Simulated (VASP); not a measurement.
Calculation: LDA (Ceperley-Alder, Perdew-Zunger), VASP's LDA PAW potentials (set 64) (plane waves; VASP).

VASP input:

### INCAR
```
! general
SYSTEM =PbO2
PREC   =Accurate
ENCUT  =620
LREAL  =.False.
LASPH  =.True.

! electronic loop
EDIFF  =1E-6
NELM   =100
ALGO   =Normal
LMAXMIX=4

! smearing
ISMEAR =1
SIGMA  =0.1

! ions
IBRION =2
NSW    =40
ISIF   =3
EDIFFG =-0.02
PSTRESS=300

! output
LWAVE  =.False.
LCHARG =.False.
```

### POSCAR
```
PbO2
1.0
  4.6975567508   0.0000000000   0.0000000000
  0.0000000000   4.6975567508   0.0000000000
  0.0000000000   0.0000000000   3.3721625807
Pb O
2 4
Direct
  0.0000000000   0.0000000000   0.0000000000
  0.5000000000   0.5000000000   0.5000000000
  0.3075083195   0.3075083195   0.0000000000
  0.8075083195   0.1924916805   0.5000000000
  0.1924916805   0.8075083195   0.5000000000
  0.6924916805   0.6924916805   0.0000000000
```

**KPOINTS**
```
Automatic mesh
0
Gamma
7 7 9
0 0 0
```

POTCAR, in this order: Pb_d O (LDA.64 set). Program: vasp_std.

The run wrote:

OSZICAR:
```
...
DAV:   9    -0.361772264587E+02    0.29077E-01   -0.11379E-01  4937   0.490E+00    0.144E-01
DAV:  10    -0.361778996641E+02   -0.67321E-03   -0.93094E-03  4532   0.757E-01    0.613E-02
DAV:  11    -0.361778980273E+02    0.16367E-05   -0.18479E-04  3944   0.124E-01    0.226E-02
DAV:  12    -0.361778918973E+02    0.61300E-05   -0.18257E-05  4602   0.839E-02    0.117E-02
DAV:  13    -0.361778904457E+02    0.14516E-05   -0.84179E-06  4379   0.351E-02    0.215E-03
DAV:  14    -0.361778905438E+02   -0.98073E-07   -0.13906E-06  2441   0.813E-03
   1 F= -.22244293E+02 E0= -.22244452E+02  d E =-.222443E+02
       N       E                     dE             d eps       ncg     rms          rms(c)
DAV:   1    -0.396559550442E+02   -0.34781E+01   -0.16509E+02  4025   0.208E+02    0.146E+01
DAV:   2    -0.350403859820E+02    0.46156E+01   -0.12644E+01  4100   0.557E+01    0.495E+00
DAV:   3    -0.343191722244E+02    0.72121E+00   -0.24498E+00  4375   0.360E+01    0.852E-01
DAV:   4    -0.343065264217E+02    0.12646E-01   -0.26897E-01  4720   0.843E+00    0.345E-01
DAV:   5    -0.343089745321E+02   -0.24481E-02   -0.33368E-02  4848   0.186E+00    0.189E-01
DAV:   6    -0.343085420667E+02    0.43247E-03   -0.48155E-03  4753   0.131E+00    0.409E-02
DAV:   7    -0.343084860033E+02    0.56063E-04   -0.62319E-04  4819   0.266E-01    0.151E-02
DAV:   8    -0.343084799255E+02    0.60778E-05   -0.46265E-05  4804   0.990E-02    0.455E-03
DAV:   9    -0.343084802774E+02   -0.35187E-06   -0.13691E-06  2517   0.176E-02
   2 F= -.21891678E+02 E0= -.21891845E+02  d E =0.352616E+00
       N       E                     dE             d eps       ncg     rms          rms(c)
DAV:   1    -0.381287160769E+02   -0.38202E+01   -0.86925E+01  4032   0.172E+02    0.962E+00
DAV:   2    -0.361585299531E+02    0.19702E+01   -0.60039E+00  4061   0.355E+01    0.322E+00
DAV:   3    -0.357898891246E+02    0.36864E+00   -0.94969E-01  4380   0.248E+01    0.610E-01
DAV:   4    -0.357766722132E+02    0.13217E-01   -0.13224E-01  4825   0.658E+00    0.217E-01
DAV:   5    -0.357771332407E+02   -0.46103E-03   -0.18155E-02  4362   0.141E+00    0.898E-02
DAV:   6    -0.357766993797E+02    0.43386E-03   -0.16439E-03  4173   0.118E+00    0.256E-02
DAV:   7    -0.357766483220E+02    0.51058E-04   -0.34548E-04  4005   0.136E-01    0.789E-03
DAV:   8    -0.357766466157E+02    0.17062E-05   -0.11768E-05  4659   0.385E-02    0.372E-03
DAV:   9    -0.357766466857E+02   -0.69948E-07   -0.74363E-07  2174   0.772E-03
   3 F= -.22331139E+02 E0= -.22331266E+02  d E =-.868458E-01
       N       E                     dE             d eps       ncg     rms          rms(c)
DAV:   1    -0.357657139569E+02    0.10933E-01   -0.93409E-03  4032   0.167E+00    0.104E-01
DAV:   2    -0.357654788973E+02    0.23506E-03   -0.66977E-04  4106   0.373E-01    0.345E-02
DAV:   3    -0.357654388725E+02    0.40025E-04   -0.11208E-04  4405   0.258E-01    0.646E-03
DAV:   4    -0.357654374933E+02    0.13791E-05   -0.12387E-05  3964   0.651E-02    0.213E-03
DAV:   5    -0.357654377098E+02   -0.21650E-06   -0.35448E-06  2394   0.182E-02
   4 F= -.22331192E+02 E0= -.22331319E+02  d E =-.868988E-01
       N       E                     dE             d eps       ncg     rms          rms(c)
DAV:   1    -0.357557556740E+02    0.96818E-02   -0.71110E-03  4046   0.145E+00    0.915E-02
DAV:   2    -0.357555747133E+02    0.18096E-03   -0.51900E-04  4085   0.325E-01    0.301E-02
DAV:   3    -0.357555443029E+02    0.30410E-04   -0.85332E-05  4397   0.225E-01    0.569E-03
DAV:   4    -0.357555432353E+02    0.10675E-05   -0.94985E-06  3808   0.577E-02    0.186E-03
DAV:   5    -0.357555434111E+02   -0.17579E-06   -0.27749E-06  2146   0.164E-02
   5 F= -.22331161E+02 E0= -.22331288E+02  d E =-.868679E-01
       N       E                     dE             d eps       ncg     rms          rms(c)
DAV:   1    -0.357526296854E+02    0.29135E-02   -0.70990E-01  3332   0.669E+00    0.538E-01
DAV:   2    -0.357474254559E+02    0.52042E-02   -0.31260E-02  4104   0.190E+00    0.308E-01
DAV:   3    -0.357440767974E+02    0.33487E-02   -0.60387E-03  4944   0.105E+00    0.530E-02
DAV:   4    -0.357441226460E+02   -0.45849E-04   -0.11027E-03  3470   0.264E-01    0.222E-02
DAV:   5    -0.357441142635E+02    0.83824E-05   -0.42502E-05  4808   0.890E-02    0.489E-03
DAV:   6    -0.357441145646E+02   -0.30106E-06   -0.56668E-06  3450   0.176E-02
   6 F= -.22334260E+02 E0= -.22334381E+02  d E =-.309869E-02
       N       E                     dE             d eps       ncg     rms          rms(c)
DAV:   1    -0.357395621849E+02    0.45521E-02   -0.13651E-01  3361   0.294E+00    0.236E-01
DAV:   2    -0.357385547556E+02    0.10074E-02   -0.59811E-03  4135   0.828E-01    0.135E-01
DAV:   3    -0.357379094586E+02    0.64530E-03   -0.11683E-03  4968   0.462E-01    0.233E-02
DAV:   4    -0.357379180728E+02   -0.86142E-05   -0.21177E-04  3478   0.116E-01    0.975E-03
DAV:   5    -0.357379164623E+02    0.16105E-05   -0.79166E-06  4133   0.387E-02    0.226E-03
DAV:   6    -0.357379165036E+02   -0.41267E-07   -0.10749E-06  2002   0.862E-03
   7 F= -.22334564E+02 E0= -.22334682E+02  d E =-.340268E-02
       N       E                     dE             d eps       ncg     rms          rms(c)
DAV:   1    -0.357705245330E+02   -0.32608E-01   -0.63299E-01  3712   0.710E+00    0.440E-01
DAV:   2    -0.357675918520E+02    0.29327E-02   -0.15572E-02  4758   0.143E+00    0.232E-01
DAV:   3    -0.357661880317E+02    0.14038E-02   -0.25540E-03  4787   0.745E-01    0.449E-02
DAV:   4    -0.357661724328E+02    0.15599E-04   -0.40282E-04  4603   0.166E-01    0.145E-02
DAV:   5    -0.357661698873E+02    0.25455E-05   -0.99780E-06  4521   0.484E-02    0.687E-03
DAV:   6    -0.357661696656E+02    0.22166E-06   -0.24429E-06  2771   0.294E-02
   8 F= -.22336081E+02 E0= -.22336199E+02  d E =-.151743E-02
       N       E                     dE             d eps       ncg     rms          rms(c)
DAV:   1    -0.357698986550E+02   -0.37288E-02   -0.11392E-02  3707   0.942E-01    0.588E-02
DAV:   2    -0.357698464344E+02    0.52221E-04   -0.28091E-04  4828   0.193E-01    0.309E-02
DAV:   3    -0.357698214512E+02    0.24983E-04   -0.43466E-05  4821   0.982E-02    0.596E-03
DAV:   4    -0.357698211474E+02    0.30377E-06   -0.68362E-06  3947   0.217E-02
   9 F= -.22336147E+02 E0= -.22336265E+02  d E =-.158320E-02
       N       E                     dE             d eps       ncg     rms          rms(c)
DAV:   1    -0.357143832897E+02    0.55438E-01   -0.87226E-01  3866   0.114E+01    0.698E-01
DAV:   2    -0.357048766184E+02    0.95067E-02   -0.36998E-02  4688   0.237E+00    0.265E-01
DAV:   3    -0.357028332541E+02    0.20434E-02   -0.47265E-03  4337   0.153E+00    0.747E-02
DAV:   4    -0.357027158173E+02    0.11744E-03   -0.84322E-04  4860   0.461E-01    0.218E-02
DAV:   5    -0.357027179492E+02   -0.21318E-05   -0.13150E-04  4831   0.160E-01    0.939E-03
DAV:   6    -0.357027157583E+02    0.21909E-05   -0.84592E-06  3791   0.533E-02    0.303E-03
DAV:   7    -0.357027156777E+02    0.80566E-07   -0.13169E-06  1892   0.291E-02
  10 F= -.22335809E+02 E0= -.22335925E+02  d E =0.337836E-03
       N       E                     dE             d eps       ncg     rms          rms(c)
DAV:   1    -0.357455311437E+02   -0.42815E-01   -0.28739E-01  3866   0.660E+00    0.398E-01
DAV:   2    -0.357424217258E+02    0.31094E-02   -0.11948E-02  4694   0.136E+00    0.152E-01
DAV:   3    -0.357417442753E+02    0.67745E-03   -0.15888E-03  4352   0.884E-01    0.420E-02
DAV:   4    -0.357417073535E+02    0.36922E-04   -0.27858E-04  4853   0.263E-01    0.126E-02
DAV:   5    -0.357417079170E+02   -0.56349E-06   -0.42995E-05  4823   0.892E-02    0.559E-03
DAV:   6    -0.357417071264E+02    0.79063E-06   -0.17904E-06  2246   0.281E-02
  11 F= -.22336550E+02 E0= -.22336667E+02  d E =-.402913E-03
```

OUTCAR:
```
------------------------ aborting loop because EDIFF is reached ----------------------------------------
  FORCE on cell =-STRESS in cart. coord.  units (eV):
  Direction    XX          YY          ZZ          XY          YZ          ZX
  --------------------------------------------------------------------------------------
  Total       13.3758279     13.3758279     13.4181639     -0.0000000      0.0000000      0.0000000
  in kB      299.3436311    299.3436311    300.2910877     -0.0000000      0.0000000      0.0000000
  external PRESSURE =      -0.3405500 kB  Pullay stress =     300.0000000 kB
  volume of cell :       71.59
      direct lattice vectors                 reciprocal lattice vectors
     4.611416211 -0.000000000  0.000000000     0.216853122  0.000000000  0.000000000
    -0.000000000  4.611416211  0.000000000     0.000000000  0.216853122  0.000000000
     0.000000000  0.000000000  3.366608288     0.000000000  0.000000000  0.297034854
 POSITION                                       TOTAL-FORCE (eV/Angst)
 -----------------------------------------------------------------------------------
      0.00000     -0.00000      0.00000         0.000000      0.000000     -0.000000
      2.30571      2.30571      1.68330        -0.000000      0.000000     -0.000000
      1.42125      1.42125      0.00000        -0.007587     -0.007587     -0.000000
      3.72696      0.88446      1.68330        -0.007587      0.007587      0.000000
      0.88446      3.72696      1.68330         0.007587     -0.007587     -0.000000
      3.19017      3.19017      0.00000         0.007587      0.007587      0.000000
 -----------------------------------------------------------------------------------
    total drift:                                0.000000     -0.000000      0.000000
  FREE ENERGIE OF THE ION-ELECTRON SYSTEM (eV)
  ---------------------------------------------------
  free  energy   TOTEN  =       -35.7417071264 eV

  energy  without entropy=      -35.7420574907  energy(sigma->0) =      -35.74182391
  enthalpy is  TOTEN    =       -22.3365501329 eV   P V=       13.4051569935

 reached required accuracy - stopping structural energy minimisation
```
(Selected blocks of OUTCAR.)

CONTCAR:
```
PbO2
   1.00000000000000
     4.6114162112680095   -0.0000000000000000    0.0000000000000000
    -0.0000000000000000    4.6114162112680095    0.0000000000000000
     0.0000000000000000    0.0000000000000000    3.3666082881973844
  Pb              O
     2     4
Direct
     0.0000000000000000    0.0000000000000000    0.0000000000000000
     0.5000000000000000    0.5000000000000000    0.5000000000000000
     0.3082024796390727    0.3082024796390727    0.0000000000000000
     0.8082024796390727    0.1917975203609273    0.5000000000000000
     0.1917975203609273    0.8082024796390727    0.5000000000000000
     0.6917975203609273    0.6917975203609273    0.0000000000000000
```

Energy and stress use the plane-wave basis of the starting cell.

The compound is PbO2 in the rutile structure. This run relaxes it under an external pressure of 30 GPa. Symmetry was kept, so distortions that lower it aren't found.
